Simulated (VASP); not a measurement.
```xyz
1
Lattice="-2.8250 2.8250 2.8250 2.8250 -2.8250 2.8250 2.8250 2.8250 -2.8250" Properties=species:S:1:pos:R:3 pbc="T T T"
Rb     0.0000     0.0000     0.0000
```

Level of theory: PBE GGA, VASP's PBE PAW potentials (set 64) (plane waves; VASP). Numerical set-up: 400 eV cut-off, 7×7×7 Monkhorst-Pack mesh, first-order Methfessel-Paxton smearing of 0.10 eV, potentials Rb_sv.

Gaps are read on the run's mesh, which can miss a band edge.

Task: What does the run give for the energy per atom (σ→0), band gap (on the k-mesh) with the smallest direct gap where there is one?

Result: 
| Item | Result |
|---|---|
| band gap (on the k-mesh) | none (metal, semimetal or under 0.01 eV) |
| energy per atom (σ→0) | -0.938 eV/atom |

Only differences to runs with the same potentials and settings are physical.

The compound is Rb in the bcc structure. The cell was not relaxed at this level. The run is one of a series of settings (KPOINTS 7×7×7 Monkhorst-Pack mesh against the base run), some of them coarse on purpose.
